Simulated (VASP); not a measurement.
OSZICAR of a VASP run on MoTe$_{2}$ (2H layered):

**OSZICAR**
```
       N       E                     dE             d eps       ncg     rms          rms(c)
DAV:   1     0.408084920551E+03    0.40808E+03   -0.27226E+04  1144   0.150E+03
DAV:   2    -0.122296887398E+02   -0.42031E+03   -0.41155E+03  1205   0.351E+02
DAV:   3    -0.365861264674E+02   -0.24356E+02   -0.23892E+02  1253   0.693E+01
DAV:   4    -0.372574817496E+02   -0.67136E+00   -0.66744E+00  1252   0.114E+01
DAV:   5    -0.372769021274E+02   -0.19420E-01   -0.19413E-01  1283   0.197E+00    0.208E+01
DAV:   6    -0.365274759366E+02    0.74943E+00   -0.10312E+01  1171   0.154E+01    0.912E+00
DAV:   7    -0.364225848599E+02    0.10489E+00   -0.10073E+01  1106   0.126E+01    0.645E+00
DAV:   8    -0.359656485709E+02    0.45694E+00   -0.19007E+00  1212   0.622E+00    0.326E+00
DAV:   9    -0.359646577353E+02    0.99084E-03   -0.31765E-01  1306   0.245E+00    0.126E+00
DAV:  10    -0.359581133859E+02    0.65443E-02   -0.49986E-02  1250   0.109E+00    0.365E-01
DAV:  11    -0.359584651742E+02   -0.35179E-03   -0.24735E-03  1270   0.271E-01    0.265E-01
DAV:  12    -0.359583782599E+02    0.86914E-04   -0.28742E-04  1171   0.877E-02    0.168E-01
DAV:  13    -0.359583433251E+02    0.34935E-04   -0.12778E-04  1285   0.577E-02    0.841E-02
DAV:  14    -0.359583429323E+02    0.39286E-06   -0.66976E-06  1225   0.116E-02    0.593E-02
DAV:  15    -0.359583403385E+02    0.25938E-05   -0.42411E-06  1293   0.106E-02    0.256E-02
DAV:  16    -0.359583392638E+02    0.10747E-05   -0.19796E-06  1108   0.596E-03    0.130E-02
DAV:  17    -0.359583390237E+02    0.24003E-06   -0.53048E-07  1070   0.325E-03    0.121E-03
DAV:  18    -0.359583390066E+02    0.17120E-07   -0.73644E-08   713   0.122E-03
   1 F= -.39190108E+02 E0= -.39190108E+02  d E =-.391901E+02
       N       E                     dE             d eps       ncg     rms          rms(c)
DAV:   1    -0.359818550949E+02   -0.23516E-01   -0.88257E-01  1035   0.544E+00    0.772E-01
DAV:   2    -0.359769142336E+02    0.49409E-02   -0.50539E-02  1186   0.101E+00    0.417E-01
DAV:   3    -0.359757590995E+02    0.11551E-02   -0.17518E-02  1229   0.633E-01    0.401E-01
DAV:   4    -0.359747108366E+02    0.10483E-02   -0.34729E-03  1279   0.262E-01    0.161E-01
DAV:   5    -0.359746371468E+02    0.73690E-04   -0.94184E-04  1324   0.134E-01    0.792E-02
DAV:   6    -0.359746312866E+02    0.58603E-05   -0.99796E-05  1216   0.461E-02    0.819E-02
DAV:   7    -0.359746316598E+02   -0.37326E-06   -0.20650E-05  1246   0.204E-02    0.359E-02
DAV:   8    -0.359746320754E+02   -0.41562E-06   -0.19820E-06  1247   0.742E-03    0.189E-02
DAV:   9    -0.359746321787E+02   -0.10327E-06   -0.41267E-07   966   0.270E-03    0.117E-02
DAV:  10    -0.359746322411E+02   -0.62440E-07   -0.25343E-08   608   0.819E-04
   2 F= -.39206986E+02 E0= -.39206986E+02  d E =-.168778E-01
       N       E                     dE             d eps       ncg     rms          rms(c)
DAV:   1    -0.359747098033E+02   -0.77625E-04   -0.45473E-03  1049   0.392E-01    0.553E-02
DAV:   2    -0.359746845577E+02    0.25246E-04   -0.26701E-04  1193   0.730E-02    0.309E-02
DAV:   3    -0.359746796438E+02    0.49139E-05   -0.93249E-05  1221   0.460E-02    0.294E-02
DAV:   4    -0.359746746952E+02    0.49486E-05   -0.18190E-05  1296   0.191E-02    0.118E-02
DAV:   5    -0.359746745730E+02    0.12218E-06   -0.51302E-06  1323   0.989E-03    0.563E-03
DAV:   6    -0.359746746105E+02   -0.37489E-07   -0.57720E-07   987   0.352E-03
   3 F= -.39207068E+02 E0= -.39207068E+02  d E =-.169599E-01
       N       E                     dE             d eps       ncg     rms          rms(c)
DAV:   1    -0.359896444348E+02   -0.14970E-01   -0.63221E-01   992   0.500E+00    0.972E-01
DAV:   2    -0.359818678796E+02    0.77766E-02   -0.45967E-02  1170   0.104E+00    0.515E-01
DAV:   3    -0.359800233378E+02    0.18445E-02   -0.68167E-03  1209   0.416E-01    0.166E-01
DAV:   4    -0.359794085101E+02    0.61483E-03   -0.34760E-03  1207   0.271E-01    0.215E-01
DAV:   5    -0.359792858167E+02    0.12269E-03   -0.76809E-04  1241   0.118E-01    0.228E-02
DAV:   6    -0.359792894992E+02   -0.36824E-05   -0.52434E-05  1187   0.341E-02    0.210E-02
DAV:   7    -0.359792903316E+02   -0.83246E-06   -0.23465E-06  1129   0.672E-03    0.861E-03
DAV:   8    -0.359792902374E+02    0.94249E-07   -0.35367E-06  1276   0.942E-03    0.274E-03
DAV:   9    -0.359792902601E+02   -0.22757E-07   -0.22994E-07   824   0.247E-03
   4 F= -.39211770E+02 E0= -.39211770E+02  d E =-.470238E-02
       N       E                     dE             d eps       ncg     rms          rms(c)
DAV:   1    -0.360097478806E+02   -0.30458E-01   -0.16794E+00   992   0.815E+00    0.161E+00
DAV:   2    -0.359890372832E+02    0.20711E-01   -0.12370E-01  1163   0.171E+00    0.845E-01
DAV:   3    -0.359840484734E+02    0.49888E-02   -0.18958E-02  1180   0.686E-01    0.271E-01
DAV:   4    -0.359823844537E+02    0.16640E-02   -0.94047E-03  1192   0.440E-01    0.351E-01
DAV:   5    -0.359820554344E+02    0.32902E-03   -0.20031E-03  1256   0.189E-01    0.395E-02
DAV:   6    -0.359820640440E+02   -0.86096E-05   -0.12579E-04  1176   0.527E-02    0.343E-02
DAV:   7    -0.359820661773E+02   -0.21333E-05   -0.69905E-06  1274   0.114E-02    0.137E-02
DAV:   8    -0.359820656263E+02    0.55103E-06   -0.10571E-05  1252   0.156E-02    0.469E-03
DAV:   9    -0.359820656234E+02    0.28767E-08   -0.82071E-07  1075   0.440E-03
   5 F= -.39214733E+02 E0= -.39214733E+02  d E =-.766522E-02
```

Which electronic solver shows in the log?

It is blocked Davidson (ALGO = Normal, or the opening steps of other solvers). The INCAR had ALGO = Normal.

Can the final energy be trusted as converged?

Self-consistency was reached. It stopped with EDIFF = 1E-7, NELM = 100, NSW = 30 and EDIFFG = -0.01 after 5 ionic steps (PBE GGA with D3 dispersion (Becke-Johnson damping), plane waves, VASP's PBE PAW potentials (set 64)).

The compound is MoTe2 in the 2H layered structure. This cell is one point of a volume scan, at 1.03 of the reference volume. Symmetry was kept, so distortions that lower it aren't found.
